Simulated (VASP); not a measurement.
Here is the system:

```
AuCu
1.0
    2.83296     0.00000     0.00000
    0.00000     2.83296     0.00000
    0.00000     0.00000     3.53855
Cu Au
1 1
Direct
  0.00000   0.00000   0.00000
  0.50000   0.50000   0.50000
```

All values below come from revTPSS meta-GGA, VASP's PBE PAW potentials (set 64) (plane waves; VASP). Run with 520 eV cut-off, 14×14×12 Γ-centred mesh, tetrahedra with Blöchl corrections, potentials Cu Au.

### Question
The job: CuAu (L1_0), 2 atoms, revTPSS, static run, 520 eV, 14×14×12 Γ-centred mesh. Roughly how much core time does it take on a busy server core?

### Answer
About 6 core-minutes (one run on a shared machine, a rough figure). It had 252 irreducible k-points, 15 bands, up to 792 plane waves and 21 electronic steps.

The compound is CuAu in the L1_0 structure. It was relaxed first.
